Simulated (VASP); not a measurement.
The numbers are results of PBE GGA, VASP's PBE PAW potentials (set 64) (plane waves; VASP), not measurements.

A VASP calculation is set up with these files.

**INCAR**
```
SYSTEM  =  Ta16F
PREC  =  Normal; ENCUT  =  400; LREAL  =  .FALSE.
LASPH  =  .TRUE.
EDIFF  =  1E-6; NELM  =  100; NELMIN  =  4
ALGO  =  Normal; LMAXMIX  =  6
ISMEAR  =  1; SIGMA  =  0.1
GGA  =  PE
LWAVE  =  .FALSE.; LCHARG  =  .FALSE.; LORBIT  =  11
LVHAR  =  .TRUE.
DIPOL  =  0.5 0.5 0.5
LDIPOL  =  .TRUE.; IDIPOL  =  3
```

KPOINTS:
```
K-points
0
gamma
5 6 1
```

### POSCAR
```
Ta16F
1
    6.6175636850     0.0000000000     0.0000000000
    3.3087818425     4.6793244014     0.0000000000
    0.0000000000     0.0000000000    21.0562424022
Ta F
16 1
Direct
  0.7495519670   0.4988958077   0.3385859968
  0.2515522253   0.4988958077   0.3385859968
  0.7503780540   0.9992438921   0.3380908023
  0.2499595855   0.0000808289   0.3389645674
  0.0009704016   0.9992898328   0.4442840861
  0.4997397656   0.9992898328   0.4442840861
  0.9996018179   0.5007963642   0.4442729409
  0.5010944832   0.4978110335   0.4441200679
  0.7518266760   0.5001091184   0.5549717510
  0.2480642057   0.5001091184   0.5549717510
  0.7499697263   0.0000605475   0.5555563614
  0.2504453528   0.9991092943   0.5576090883
  0.9935133048   0.9996776005   0.6651063800
  0.5068090947   0.9996776005   0.6651063800
  0.9916636564   0.5166726871   0.6618685769
  0.5059609804   0.4880780392   0.6561987855
  0.1863987028   0.1272025945   0.7289503816
```

POTCAR, in this order: Ta F (PBE.64 set). Program: vasp_std. Read from the step before: WAVECAR.

Output of the run:

OUTCAR:
```
 ion  position               nearest neighbor table
   1  0.750  0.499  0.339-   8 2.77   7 2.78   3 2.86   4 2.86   4 2.87   3 2.87   5 3.23   6 3.23
                             2 3.30   2 3.32
   2  0.252  0.499  0.339-   8 2.77   7 2.78   3 2.86   4 2.86   4 2.87   3 2.87   6 3.23   5 3.23
                             1 3.30   1 3.32
   3  0.750  0.999  0.338-   5 2.78   6 2.78   1 2.86   2 2.86   2 2.87   1 2.87   8 3.23   7 3.23
                             4 3.31   4 3.31
   4  0.250  0.000  0.339-   5 2.76   6 2.76   1 2.86   2 2.86   2 2.87   1 2.87   7 3.23   8 3.23
                             3 3.31   3 3.31
   5  0.001  0.999  0.444-   4 2.76   3 2.78   7 2.86   8 2.86   8 2.87   7 2.87  11 2.87  12 2.90
                             1 3.23   2 3.23  10 3.30   6 3.30   9 3.31   6 3.32
   6  0.500  0.999  0.444-   4 2.76   3 2.78   7 2.86   8 2.86   8 2.87   7 2.87  11 2.87  12 2.90
                             2 3.23   1 3.23   9 3.30   5 3.30  10 3.31   5 3.32
   7  1.000  0.501  0.444-   1 2.78   2 2.78   9 2.85  10 2.85   5 2.86   6 2.86   6 2.87   5 2.87
                             4 3.23   3 3.23   8 3.31   8 3.31  11 3.31  12 3.35
   8  0.501  0.498  0.444-   2 2.77   1 2.77   6 2.86   5 2.86  10 2.87   9 2.87   5 2.87   6 2.87
                             4 3.23   3 3.23  11 3.31   7 3.31   7 3.31  12 3.35
   9  0.752  0.500  0.555-  16 2.71  15 2.79   7 2.85  11 2.86  12 2.86   8 2.87  12 2.87  11 2.87
                            10 3.28  14 3.29  13 3.30   6 3.30   5 3.31  10 3.33
  10  0.248  0.500  0.555-  16 2.71  15 2.79   7 2.85  11 2.86  12 2.86   8 2.87  12 2.87  11 2.87
                             9 3.28  13 3.29  14 3.30   5 3.30   6 3.31   9 3.33
  11  0.750  0.000  0.556-  13 2.81  14 2.81  10 2.86   9 2.86   5 2.87   6 2.87   9 2.87  10 2.87
                            16 3.12  15 3.18   8 3.31   7 3.31  12 3.31  12 3.31
  12  0.250  0.999  0.558-  13 2.83  14 2.83   9 2.86  10 2.86  10 2.87   9 2.87   5 2.90   6 2.90
                            16 3.17  15 3.27  11 3.31  11 3.31   7 3.35   8 3.35
...
```

OSZICAR:
```
       N       E                     dE             d eps       ncg     rms          rms(c)
DAV:   1    -0.187135191570E+03   -0.18714E+03   -0.19595E-03  2928   0.113E-01    0.814E-02
DAV:   2    -0.187172124495E+03   -0.36933E-01   -0.19703E-01  3020   0.114E+00    0.759E-01
DAV:   3    -0.187134543981E+03    0.37581E-01   -0.16123E-01  3212   0.104E+00    0.555E-02
DAV:   4    -0.187134713533E+03   -0.16955E-03   -0.35584E-03  2408   0.140E-01    0.979E-03
DAV:   5    -0.187134737782E+03   -0.24249E-04   -0.26531E-04  2688   0.421E-02    0.801E-03
DAV:   6    -0.187134737477E+03    0.30415E-06   -0.16378E-05  2384   0.107E-02    0.572E-03
DAV:   7    -0.187134737461E+03    0.16901E-07   -0.11662E-06  1360   0.328E-03
   1 F= -.18713474E+03 E0= -.18713717E+03  d E =0.730463E-02
```

OUTCAR:
```
------------------------ aborting loop because EDIFF is reached ----------------------------------------
  FORCE on cell =-STRESS in cart. coord.  units (eV):
  Direction    XX          YY          ZZ          XY          YZ          ZX
  --------------------------------------------------------------------------------------
  Total       -9.5601416     -8.1323311     -1.6928741      0.0000000      0.1523142      0.0000000
  in kB      -23.4916084    -19.9831285     -4.1598060      0.0000000      0.3742734      0.0000000
  external PRESSURE =     -15.8781810 kB  Pullay stress =       0.0000000 kB
  volume of cell :      652.02
      direct lattice vectors                 reciprocal lattice vectors
     6.617563685  0.000000000  0.000000000     0.151113015 -0.106853032  0.000000000
     3.308781843  4.679324401  0.000000000     0.000000000  0.213706064  0.000000000
     0.000000000  0.000000000 21.056242402     0.000000000  0.000000000  0.047491854
 POSITION                                       TOTAL-FORCE (eV/Angst)
 -----------------------------------------------------------------------------------
      6.61095      2.33450      7.12935        -0.001568     -0.003451      0.012088
      3.31540      2.33450      7.12935         0.001568     -0.003451      0.012088
      8.27195      4.67579      7.11892        -0.000000     -0.003205      0.007674
      1.65439      0.00038      7.13732        -0.000000     -0.004856      0.012664
      3.31285      4.67600      9.35495         0.000846     -0.000504      0.006379
      6.61349      4.67600      9.35495        -0.000846     -0.000504      0.006379
      8.27195      2.34339      9.35472         0.000000     -0.006935     -0.001385
      4.96317      2.32942      9.35150         0.000000     -0.000332     -0.002146
      6.63001      2.34017     11.68562        -0.005795      0.009051      0.007588
      3.29633      2.34017     11.68562         0.005795      0.009051      0.007588
      4.96317      0.00028     11.69793        -0.000000     -0.004816      0.014200
      4.96317      4.67516     11.74115        -0.000000     -0.013638     -0.004030
      9.88235      4.67782     14.00464        -0.009579     -0.001802     -0.025443
      6.66156      4.67782     14.00464         0.009579     -0.001802     -0.025443
      8.27195      2.41768     13.93647         0.000000      0.009298     -0.015910
      4.96317      2.28388     13.81708         0.000000     -0.001540     -0.004068
      1.65439      0.59522     15.34896         0.000000      0.019439     -0.008222
 -----------------------------------------------------------------------------------
    total drift:                                0.000279      0.001477      0.001238
  FREE ENERGIE OF THE ION-ELECTRON SYSTEM (eV)
  ---------------------------------------------------
  free  energy   TOTEN  =      -187.1347374605 eV

  energy  without entropy=     -187.1420420905  energy(sigma->0) =     -187.13717234

 total charge

# of ion       s       p       d       tot
------------------------------------------
    1        0.723   0.511   3.292   4.525
    2        0.723   0.511   3.292   4.525
    3        0.722   0.512   3.277   4.511
    4        0.723   0.509   3.303   4.535
    5        0.720   0.747   3.355   4.822
    6        0.720   0.747   3.355   4.822
    7        0.718   0.749   3.371   4.839
    8        0.721   0.745   3.374   4.840
    9        0.720   0.745   3.387   4.852
   10        0.720   0.745   3.387   4.852
   11        0.716   0.782   3.317   4.815
   12        0.709   0.745   3.310   4.764
   13        0.697   0.542   3.287   4.527
   14        0.697   0.542   3.287   4.527
   15        0.700   0.568   3.310   4.577
   16        0.738   0.552   3.351   4.641
   17        1.778   4.341   0.000   6.119
--------------------------------------------------
tot         13.245  14.593  53.256  81.093
```
(Selected blocks of OUTCAR.)

**OUTCAR**
```
 val. band max:        0.2188072893   @ k =   0.2000   0.3333   0.0000

 cond. band min:       0.2267179012   @ k =  -0.2000   0.1667   0.0000


 Fermi energy:         0.2246012342

 k-point     1 :       0.0000    0.0000    0.0000
  band No.  band energies     occupation
      1     -25.1736      2.00000
      2      -7.4551      2.00000
      3      -7.2354      2.00000
      4      -7.0341      2.00000
      5      -6.9428      2.00000
      6      -5.9210      2.00000
      7      -4.6295      2.00000
      8      -4.1842      2.00000
      9      -3.8908      2.00000
     10      -3.8779      2.00000
     11      -3.8362      2.00000
     12      -3.8156      2.00000
     13      -3.7599      2.00000
     14      -3.3866      2.00000
     15      -3.3126      2.00000
     16      -3.1078      2.00000
     17      -3.0930      2.00000
     18      -3.0133      2.00000
     19      -2.9334      2.00000
     20      -2.8959      2.00000
     21      -2.5713      2.00000
     22      -2.2261      2.00000
     23      -1.3337      2.00000
     24      -1.2427      2.00000
     25      -1.2423      2.00000
     26      -1.2268      2.00000
     27      -1.2198      2.00000
     28      -1.1067      2.00000
     29      -1.0654      2.00000
     30      -1.0600      2.00000
     31      -0.9888      2.00000
     32      -0.9081      2.00000
     33      -0.8775      2.00000
     34      -0.3956      2.00000
     35      -0.2761      2.00000
     36      -0.0208      2.00283
     37       0.0744      2.05511
     38       0.1361      2.01731
     39       0.1404      2.00006
     40       0.1641      1.84442
     41       0.3146     -0.02271
     42       0.3576     -0.06797
     43       0.7370     -0.00000
     44       0.8024     -0.00000
     45       0.9477     -0.00000
     46       1.1595     -0.00000
     47       1.4807     -0.00000
     48       1.4942     -0.00000
     49       1.5551     -0.00000
     50       1.6488     -0.00000
     51       1.8215     -0.00000
...
```

At this cut-off the stress carries a Pulay error, which pulls relaxed volumes low. Unless said otherwise, spin-orbit coupling is left out, though it shifts the bands of the heavy elements here.

The cell is a thin slab with vacuum, built from Ta (bcc): (110) face, F adsorbed.
